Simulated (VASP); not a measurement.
# ZnRe (P-6m2) in VASP: notebook

The runs below take ZnRe through single point, with PBEsol.

Everything below comes from runs of VASP 6.6.1. Logs are shortened: lines on timing, memory, paths and dates and some standing lists are left out, and cuts for length are marked.

## (1) The cell of the first run

Symmetry: P-6m2, No. 187, hexagonal system. Conventional cell: a = 2.748 Å, b = 2.748 Å, c = 4.404 Å, α = 90.00°, β = 90.00°, γ = 120.00°. Around Zn (site symmetry -6m2) lie 6 Re at 2.71 Å and 6 Zn at 2.75 Å. Re (site symmetry -6m2) is surrounded by 6 Zn at 2.71 Å and 6 Re at 2.75 Å.

The cell comes from a database or a generator and needn't be the stable form of this composition.

## (2) Single point, PBEsol (strain -0.0200 x Voigt [0, 0, 1, 0, 0, 0], atoms carried along)

Input file INCAR:

```
PREC = Accurate
ENCUT = 520
EDIFF = 1E-6
ISMEAR = 0
SIGMA = 0.15
LREAL = False
LASPH = True
NELM = 100
ALGO = Fast
ISIF = 2
LWAVE = False
LCHARG = False
GGA = PS
NBANDS = 16
```

Input file KPOINTS:

```
regular mesh
0
Gamma
  21 21 10
```

Input file POSCAR:

```
ZnRe
1.0
    2.7482183437      0.0000000000      0.0000000000
   -1.3741091718      2.3800269008      0.0000000000
    0.0000000000      0.0000000000      4.4041846800
Zn Re
1 1
Direct
    0.0000000000      0.0000000000      0.0000000000
    0.3333333333      0.6666666667      0.5000000000
```

Potentials or basis: VASP PAW PBE potentials, release 64 (Zn, Re).

Command:

```console
> cat potpaw_PBE.64/Zn/POTCAR potpaw_PBE.64/Re/POTCAR > POTCAR
> mpirun -np 1 vasp_std > vasp.out
```

OUTCAR:

```text
PREC = Accurate
   ENCUT = 520
   EDIFF = 1E-6
   ISMEAR = 0
   LREAL = False
   LASPH = True
   NELM = 100
   ISIF = 2
   GGA = PS

 ion  position               nearest neighbor table
   1  0.000  0.000  0.000-   2 2.71   2 2.71   2 2.71   2 2.71   2 2.71   2 2.71
   2  0.333  0.667  0.500-   1 2.71   1 2.71   1 2.71   1 2.71   1 2.71   1 2.71

  LATTYP: Found a hexagonal cell.
 ALAT       =     2.7482183437
 C/A-ratio  =     1.6025599604

  Lattice vectors:

 A1 = (   2.7482183437,   0.0000000000,   0.0000000000)
 A2 = (  -1.3741091718,   2.3800269008,   0.0000000000)
 A3 = (   0.0000000000,   0.0000000000,   4.4041846800)

Analysis of symmetry for initial positions (statically):
=====================================================================
 Subroutine PRICEL returns:
 Original cell was already a primitive cell.

 Routine SETGRP: Setting up the symmetry group for a
 hexagonal supercell.

 Subroutine GETGRP returns: Found 12 space group operations
 (whereof 12 operations were pure point group operations)
 out of a pool of 24 trial point group operations.

The static configuration has the point symmetry D_3h.

Analysis of symmetry for dynamics (positions and initial velocities):
=====================================================================
 Subroutine PRICEL returns:
 Original cell was already a primitive cell.

 Routine SETGRP: Setting up the symmetry group for a
 hexagonal supercell.

 Subroutine GETGRP returns: Found 12 space group operations
 (whereof 12 operations were pure point group operations)
 out of a pool of 24 trial point group operations.

The dynamic configuration has the point symmetry D_3h.

 Subroutine INISYM returns: Found 12 space group operations
 (whereof 12 operations are pure point group operations),
 and found     1 'primitive' translations

----------------------------------------------------------------------------------------

                                     Primitive cell

  volume of cell :      28.8070

  direct lattice vectors                    reciprocal lattice vectors
     2.748218344  0.000000000  0.000000000     0.363872107  0.210081659  0.000000000
    -1.374109172  2.380026901  0.000000000     0.000000000  0.420163318  0.000000000
     0.000000000  0.000000000  4.404184680     0.000000000  0.000000000  0.227056782

  length of vectors
     2.748218344  2.748218344  4.404184680     0.420163318  0.420163318  0.227056782

  position of ions in fractional coordinates (direct lattice)
     0.000000000  0.000000000  0.000000000
     0.333333333  0.666666667  0.500000000

  ion indices of the primitive-cell ions
   primitive index   ion index
                 1           1
                 2           2

----------------------------------------------------------------------------------------

 KPOINTS: regular mesh

Automatic generation of k-mesh.
 Grid dimensions read from file:
 generate k-points for:   21   21   10

 Generating k-lattice:

  Cartesian coordinates                     Fractional coordinates (reciprocal lattice)
     0.017327243  0.010003889  0.000000000     0.047619048 -0.000000000  0.000000000
     0.000000000  0.020007777  0.000000000     0.000000000  0.047619048  0.000000000
     0.000000000  0.000000000  0.022705678     0.000000000  0.000000000  0.100000000

  Length of vectors
     0.020007777  0.020007777  0.022705678

  Shift w.r.t. Gamma in fractional coordinates (k-lattice)
     0.000000000  0.000000000  0.000000000

 Subroutine IBZKPT returns following result:
 ===========================================

 Found    288 irreducible k-points:

 Following reciprocal coordinates:
            Coordinates               Weight
  0.000000  0.000000  0.000000      1.000000
  0.047619 -0.000000  0.000000      6.000000
  0.095238 -0.000000  0.000000      6.000000
  0.142857  0.000000  0.000000      6.000000
  0.190476 -0.000000  0.000000      6.000000
  0.238095 -0.000000  0.000000      6.000000
[... 16 lines left out ...]
  0.142857  0.095238  0.000000     12.000000
  0.190476  0.095238  0.000000     12.000000
 [... further k-points ...]
   k-points           NKPTS =    288   k-points in BZ     NKDIM =    288   number of bands    NBANDS=     16
   number of dos      NEDOS =    301   number of ions     NIONS =      2
   total plane-waves  NPLWV =  14400
   dimension x,y,z NGX =    20 NGY =   20 NGZ =   36
   dimension x,y,z NGXF=    40 NGYF=   40 NGZF=   72
   ions per type =               1   1
   NGX,Y,Z   is equivalent  to a cutoff of  12.10, 12.10, 13.59 a.u.
   NGXF,Y,Z  is equivalent  to a cutoff of  24.20, 24.20, 27.18 a.u.
 SYSTEM =  unknown system
   PREC   = accura    normal or accurate (medium, high low for compatibility)
   ISTART =      0    job   : 0-new  1-cont  2-samecut
   ICHARG =      2    charge: 1-file 2-atom 10-const
   ISPIN  =      1    spin polarized calculation?
   LNONCOLLINEAR =      F non collinear calculations
   LSORBIT =      F    spin-orbit coupling
   LASPH  =      T    aspherical Exc in radial PAW
   ENCUT  =  520.0 eV  38.22 Ry    6.18 a.u.   5.11  5.11  8.19*2*pi/ulx,y,z
   NELM   =    100;   NELMIN=  2; NELMDL= -5     # of ELM steps
   EDIFF  = 0.1E-05   stopping-criterion for ELM
   LREAL  =      F    real-space projection
   EDIFFG = 0.1E-04   stopping-criterion for IOM
   NSW    =      0    number of steps for IOM
   IBRION =     -1    ionic relax: 0-MD 1-quasi-New 2-CG
   NFREE  =      0    steps in history (QN), initial steepest desc. (CG)
   ISIF   =      2    stress and relaxation
   ISYM   =      2    0-nonsym 1-usesym 2-fastsym
   POTIM  = 0.5000    time-step for ionic-motion
   TEBEG  =    0.0;   TEEND  =   0.0 temperature during run
   PSTRESS=    0.0 pullay stress
   NELECT =      19.0000    total number of electrons
   NUPDOWN=      -1.0000    fix difference up-down
   EMIN   =  10.00;   EMAX   =-10.00  energy-range for DOS
   EFERMI =   0.00;   METHOD = LEGACY
   ISMEAR =     0;   SIGMA  =   0.15  broadening in eV -4-tet -1-fermi 0-gaus
   EFERMI_NEDOS =   21; number of points for ismear=-14 and -15
   IALGO  =     68    algorithm
   IMIX   =      4    mixing-type and parameters
     AMIX     =   0.40;   BMIX     =  1.00
     AMIX_MAG =   1.60;   BMIX_MAG =  1.00
  volume/ion in A,a.u.               =      14.40        97.20
  Fermi-wavevector in a.u.,A,eV,Ry     =   1.425038  2.692932 27.629810  2.030734
  Thomas-Fermi vector in A             =   2.545465
   LORBIT       =      0    0 simple, 1 ext, 2 COOP (PROOUT), +10 PAW based schemes
   GGA     = PS    functional components
   LHFCALC =     F    Hartree Fock is set to
   AEXX    =    0.0000 exact exchange contribution
   IVDW    =     0    specifies the selected vdW correction
   LEPSILON=     F    determine dielectric tensor
   LRPA    =     F    only Hartree local field effects (RPA)
 non-spin polarized calculation
 RMM-DIIS sequential band-by-band and
 Gauss-broadening in eV      SIGMA  =   0.15
  energy-cutoff  :      520.00
  volume of cell :       28.81
 maximum number of plane-waves:       788
   NGX = 11   NGY = 11   NGZ = 17

 number of electron      19.0000002 magnetization

 Free energy of the ion-electron system (eV)
  ---------------------------------------------------
  ext. energy  EPLUGINS =         0.00000000
  ---------------------------------------------------
  free energy    TOTEN  =       -14.46843781 eV

  energy without entropy =      -14.45521732  energy(sigma->0) =      -14.46182757

 E-fermi :   5.5159     XC(G=0): -13.0228

 val. band max:        5.4997507565   @ k =   0.3810   0.0952   0.3000
 cond. band min:       5.5414571234   @ k =   0.2381  -0.0000   0.5000
 fundamental gap:      0.0417063669
 Fermi energy:         5.5158677535

 k-point     1 :       0.0000    0.0000    0.0000
  band No.  band energies     occupation
      1      -4.8882      2.00000
      2      -2.4258      2.00000
      3      -1.7606      2.00000
      4      -1.7606      2.00000
      5      -1.3949      2.00000
      6      -1.3949      2.00000
[... 8 lines left out ...]
     15      22.6364      0.00000
     16      22.6399      0.00000

 k-point     2 :       0.0476   -0.0000    0.0000
  band No.  band energies     occupation
      1      -4.8135      2.00000
      2      -2.3999      2.00000
      3      -1.7698      2.00000
      4      -1.7469      2.00000
      5      -1.4116      2.00000
      6      -1.3991      2.00000
[... 8 lines left out ...]
     15      21.7990      0.00000
     16      22.1160      0.00000

 k-point     3 :       0.0952   -0.0000    0.0000
  band No.  band energies     occupation
      1      -4.5933      2.00000
      2      -2.3297      2.00000
      3      -1.7941      2.00000
      4      -1.7066      2.00000
      5      -1.4602      2.00000
      6      -1.4114      2.00000
[... 8 lines left out ...]
     15      21.1316      0.00000
     16      21.1751      0.00000

 k-point     4 :       0.1429    0.0000    0.0000
  band No.  band energies     occupation
      1      -4.2394      2.00000
      2      -2.2368      2.00000
      3      -1.8225      2.00000
      4      -1.6428      2.00000
      5      -1.5362      2.00000
      6      -1.4306      2.00000
[... 8 lines left out ...]
     15      20.0998      0.00000
     16      21.6337      0.00000

 k-point     5 :       0.1905   -0.0000    0.0000
  band No.  band energies     occupation
      1      -3.7734      2.00000
      2      -2.1557      2.00000
      3      -1.8274      2.00000
      4      -1.6326      2.00000
      5      -1.5604      2.00000
      6      -1.4552      2.00000
[... 8 lines left out ...]
     15      19.1182      0.00000
     16      22.0328      0.00000

 k-point     6 :       0.2381   -0.0000    0.0000
  band No.  band energies     occupation
      1      -3.2374      2.00000
      2      -2.1202      2.00000
      3      -1.7609      2.00000
      4      -1.7411      2.00000
      5      -1.4830      2.00000
      6      -1.4659      2.00000
[... 8 lines left out ...]
     15      18.2151      0.00000
     16      21.2389      0.00000

 k-point     7 :       0.2857   -0.0000    0.0000
  band No.  band energies     occupation
      1      -2.7377      2.00000
      2      -2.1002      2.00000
      3      -1.8520      2.00000
      4      -1.5744      2.00000
      5      -1.5115      2.00000
      6      -1.3671      2.00000
[... 8 lines left out ...]
     15      17.4019      0.00000
     16      20.3888      0.00000

 k-point     8 :       0.3333   -0.0000    0.0000
  band No.  band energies     occupation
      1      -2.4808      2.00000
      2      -2.0212      2.00000
      3      -1.9557      2.00000
      4      -1.5382      2.00000
      5      -1.2730      2.00000
      6      -1.1716      2.00000
[... 8 lines left out ...]
     15      16.6854      0.00000
     16      19.7158      0.00000

 k-point     9 :       0.3810   -0.0000    0.0000
  band No.  band energies     occupation
      1      -2.4404      2.00000
      2      -2.0431      2.00000
      3      -1.9340      2.00000
      4      -1.5607      2.00000
      5      -1.1924      2.00000
      6      -0.6002      2.00000
[... 8 lines left out ...]
     15      16.0760      0.00000
     16      19.2259      0.00000
[... 172 lines left out ...]
 k-point    19 :       0.3810    0.0476    0.0000
  band No.  band energies     occupation
      1      -2.4244      2.00000
      2      -2.0766      2.00000
      3      -1.8923      2.00000
      4      -1.5791      2.00000
      5      -1.2067      2.00000
      6      -0.2481      2.00000
[... 8 lines left out ...]
     15      15.3497      0.00000
     16      19.1060      0.00000

 k-point    20 :       0.4286    0.0476    0.0000
  band No.  band energies     occupation
      1      -2.4405      2.00000
      2      -2.1246      2.00000
      3      -1.8614      2.00000
      4      -1.5917      2.00000
      5      -1.1513      2.00000
      6       0.0991      2.00000
[... 8 lines left out ...]
     15      14.9470      0.00000
     16      18.0478      0.00000

 k-point    21 :       0.4762    0.0476    0.0000
  band No.  band energies     occupation
      1      -2.4475      2.00000
      2      -2.1411      2.00000
      3      -1.8524      2.00000
      4      -1.5961      2.00000
      5      -1.1331      2.00000
      6       0.1964      2.00000
[... 8 lines left out ...]
     15      14.7817      0.00000
     16      17.4471      0.00000

 k-point    22 :       0.0952    0.0952    0.0000
  band No.  band energies     occupation
      1      -4.0328      2.00000
      2      -2.1846      2.00000
      3      -1.8568      2.00000
      4      -1.5897      2.00000
      5      -1.5742      2.00000
      6      -1.4468      2.00000
[... 8 lines left out ...]
     15      18.1826      0.00000
     16      22.7673      0.00000

 k-point    23 :       0.1429    0.0952    0.0000
  band No.  band energies     occupation
      1      -3.5766      2.00000
      2      -2.1014      2.00000
      3      -1.8882      2.00000
      4      -1.6616      2.00000
      5      -1.4881      2.00000
      6      -1.4759      2.00000
[... 8 lines left out ...]
     15      17.2246      0.00000
     16      22.0260      0.00000

 k-point    24 :       0.1905    0.0952    0.0000
  band No.  band energies     occupation
      1      -3.0530      2.00000
      2      -2.0630      2.00000
      3      -1.8605      2.00000
      4      -1.7605      2.00000
      5      -1.5084      2.00000
      6      -1.3559      2.00000
[... 8 lines left out ...]
     15      16.4565      0.00000
     16      21.1532      0.00000

 [... further k-points ...]
[... 5 lines left out ...]
  --------------------------------------------------------------------------------------
  -------------------------------------------------------------------------------------
  Total       -1.2609259     -1.2609259     -0.4015913     -0.0000000      0.0000000     -0.0000000
  in kB      -70.1296250    -70.1296250    -22.3355319     -0.0000000      0.0000000     -0.0000000
  external PRESSURE =     -54.1982606 kB  Pullay stress =       0.0000000 kB

 VOLUME and BASIS-vectors are now :
 -----------------------------------------------------------------------------
  energy-cutoff  :      520.00
  volume of cell :       28.81
      direct lattice vectors                 reciprocal lattice vectors
     2.748218344  0.000000000  0.000000000     0.363872107  0.210081659  0.000000000
    -1.374109172  2.380026901  0.000000000     0.000000000  0.420163318  0.000000000
     0.000000000  0.000000000  4.404184680     0.000000000  0.000000000  0.227056782

 POSITION                                       TOTAL-FORCE (eV/Angst)
 -----------------------------------------------------------------------------------
      0.00000      0.00000      0.00000         0.000000     -0.000000      0.000000
     -0.00000      1.58668      2.20209        -0.000000      0.000000      0.000000
 -----------------------------------------------------------------------------------
    total drift:                                0.000000     -0.000000      0.000000

  FREE ENERGIE OF THE ION-ELECTRON SYSTEM (eV)
  ---------------------------------------------------
  free  energy   TOTEN  =       -14.4684378146 eV

  energy  without entropy=      -14.4552173166  energy(sigma->0) =      -14.46182757
```

It took 73 s on 1 thread of AMD EPYC 9R45 (Zen 5), shared host; peak memory 0.22 GiB.

Results:

```yaml
Free_energy: -14.4684 eV
Pressure: -5.4 GPa
Band_gap_on_the_k_mesh: none (metal or under the smearing width)
```

Stress tensor (GPa, compression positive):
```
-7.01  0.00  0.00
 0.00 -7.01  0.00
 0.00  0.00 -2.23
```

Caveat: the PAW data sets were made with another functional, which shifts forces and pressure a little. The run has no spin-orbit coupling, so splittings on Re are missing.

## (3) Single point, PBEsol (strain +0.0300 x Voigt [0, 0, 1, 0, 0, 0], atoms carried along)

Input file INCAR:

```
ALGO = Fast ; EDIFF = 1E-6
ENCUT = 520 ; GGA = PS
ISIF = 2 ; ISMEAR = 0
LASPH = T ; LCHARG = F
LREAL = F ; LWAVE = F
NBANDS = 16 ; NELM = 100
PREC = Accurate ; SIGMA = 0.15
```

Input file KPOINTS:

```
k-points
0
Gamma
  21 21 10
```

Edit POSCAR of step 2 so:

```diff
@@ -4,3 +4,3 @@
    -1.3741091718      2.3800269008      0.0000000000
-    0.0000000000      0.0000000000      4.4041846800
+    0.0000000000      0.0000000000      4.6288879800
 Zn Re
```

Potentials or basis: VASP PAW PBE potentials, release 64 (Zn, Re).

Command:

```console
> cat potpaw_PBE.64/Zn/POTCAR potpaw_PBE.64/Re/POTCAR > POTCAR
> mpirun -np 1 vasp_std > vasp.out
```

Wall time 73 s (1 thread of AMD EPYC 9R45 (Zen 5), shared host); peak memory 0.23 GiB.

Results (log left out):

```yaml
Free_energy: -14.3736 eV
Pressure: -13.8 GPa
Band_gap_on_the_k_mesh: none (metal or under the smearing width)
```

Stress tensor (GPa, compression positive):
```
-11.92   0.00   0.00
  0.00 -11.92   0.00
  0.00   0.00 -17.50
```

Levels at points of the mesh, in eV from the Fermi level:
```
           k point  band 6  band 7  band 8  band 9  band 10  band 11  band 12  band 13  band 14  band 15
(0.00, 0.00, 0.00)   -6.79   -5.07   -1.72   -1.18    -1.18     1.75     1.75     4.03    14.89    17.14
(0.00, 0.00, 0.50)   -6.79   -6.79   -3.17   -1.12    -1.12     1.70     1.70     8.77    13.10    14.98
```

Caveat: the PAW data sets were made with another functional, which shifts forces and pressure a little. Spin-orbit coupling is left out, which matters for the levels of Re.

## (4) Single point, PBEsol (strain +0.0200 x Voigt [0, 0, 1, 0, 0, 0], atoms carried along)

Input file INCAR:

```
ALGO = Fast
EDIFF = 1E-6
ENCUT = 520
GGA = PS
ISIF = 2
ISMEAR = 0
LASPH = True
LCHARG = True
LELF = True
LREAL = False
LVHAR = True
LWAVE = False
NBANDS = 16
NELM = 100
PREC = Accurate
SIGMA = 0.15
```

KPOINTS is that of step 3.

Edit POSCAR of step 3 so:

```diff
@@ -4,3 +4,3 @@
    -1.3741091718      2.3800269008      0.0000000000
-    0.0000000000      0.0000000000      4.6288879800
+    0.0000000000      0.0000000000      4.5839473200
 Zn Re
```

Command:

```console
> cat potpaw_PBE.64/Zn/POTCAR potpaw_PBE.64/Re/POTCAR > POTCAR
> mpirun -np 1 vasp_std > vasp.out
```

Wall time 75 s (1 thread of AMD EPYC 9R45 (Zen 5), shared host); peak memory 0.23 GiB.

It converged, with:

```
Free energy            : -14.4034 eV
Pressure               : -12.4 GPa
Band gap on the k mesh : none (metal or under the smearing width)
```

Stress tensor (GPa, compression positive):
```
-11.08   0.00   0.00
  0.00 -11.08   0.00
  0.00   0.00 -14.96
```

Levels at points of the mesh, in eV from the Fermi level:
| k point | band 6 | band 7 | band 8 | band 9 | band 10 | band 11 | band 12 | band 13 | band 14 | band 15 |
| --- | --- | --- | --- | --- | --- | --- | --- | --- | --- | --- |
| (0.00, 0.00, 0.00) | -6.81 | -5.04 | -1.66 | -1.20 | -1.20 | 1.74 | 1.74 | 4.26 | 14.85 | 17.23 |
| (0.00, 0.00, 0.50) | -6.82 | -6.82 | -3.15 | -1.13 | -1.13 | 1.68 | 1.68 | 9.02 | 13.44 | 14.96 |

Caveat: the PAW data sets were made with another functional, which shifts forces and pressure a little. Spin-orbit coupling is left out, which matters for the levels of Re.

(Continued in part 2 of 2.)
